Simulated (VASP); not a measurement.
**Si2W: vibrations by finite differences with PBE**

The system is Si2W.

```xyz
3
Lattice="-1.6143 1.6143 3.9328 1.6143 -1.6143 3.9328 1.6143 1.6143 -3.9328" Properties=species:S:1:pos:R:3 pbc="T T T"
Si    0.0000    0.0000    2.6314
Si    0.0000    0.0000    5.2341
W     0.0000    0.0000    0.0000
```

* Program: VASP 6.6.1
* Task: vibrations by finite differences
* Functional: PBE
* Potentials or basis: VASP PAW PBE potentials, release 64 (Si, W_sv)
* Cutoff: 350 eV
* k mesh: 18 × 18 × 18
* Occupations: gaussian, width 0.1 eV
* Spin: no spin polarisation

| Property | Result |
| --- | --- |
| Voigt bulk modulus | 221 GPa |
| Highest phonon frequency at Γ | 440 cm⁻¹ |

Phonon frequencies in cm⁻¹ (negative: imaginary):
```
              q point                    frequencies
(0.000, 0.000, 0.000)  0 0 0 253 253 298 329 329 440
```

Elastic tensor in Voigt notation (GPa, in the Cartesian axes of the cell as first typed):
```
426 115  93   0   0   0
115 426  93   0   0   0
 93  93 533   0   0   0
  0   0   0 201   0   0
  0   0   0   0 201   0
  0   0   0   0   0 202
```

Clamped-ion elastic tensor (GPa):
```
428 118  96   0   0   0
118 428  96   0   0   0
 96  96 537   0   0   0
  0   0   0 203   0   0
  0   0   0   0 203   0
  0   0   0   0   0 202
```

Wall time 16 min on 4 MPI ranks on Intel(R) Xeon(R) Platinum 8559C (Emerald Rapids) (shared host), peak memory 1 GiB a rank.

Caveat: elastic constants of metals need much finer meshes, so these are rough. The run has no spin-orbit coupling, so splittings on W are missing.
